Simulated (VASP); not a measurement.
Input:

```
Al2ZnS4
1.0
    6.80986    -1.81339    -0.06655
    6.80986     1.81339    -0.06655
   -2.84675     0.00000     5.62385
Al Zn S
2 1 4
Direct
  0.76193   0.76193   0.43048
  0.26715   0.26715   0.92819
  0.47479   0.47479   0.82115
  0.68120   0.68120   0.01427
  0.94134   0.94134   0.57643
  0.18212   0.18212   0.51503
  0.44145   0.44145   0.13113
```

Calculation: LDA (Ceperley-Alder, Perdew-Zunger), VASP's LDA PAW potentials (set 64) (plane waves; VASP). Run with 400 eV cut-off, 7×7×5 Γ-centred mesh, tetrahedra with Blöchl corrections, potentials Al Zn S.

The cores are frozen, which limits the accuracy of field gradients.

Task: Give the principal components of the electric field gradient (V/Å²) and the asymmetry η at each nucleus.

Result: 
```tsv
atom	Vxx	Vyy	Vzz	η
Al1	16.6	9.3	-25.9	0.28
Al2	19.8	18.5	-38.3	0.04
Zn3	-80.2	-24.0	104.1	0.54
S4	18.5	11.6	-30.0	0.23
S5	40.9	13.0	-53.9	0.52
S6	34.7	31.6	-66.3	0.05
S7	68.4	34.4	-102.8	0.33
```

The structure comes from a computed database's Al2ZnS4 entry (Cm); how it stands against other phases isn't given here. It was relaxed first, which changed the volume by -9 %.
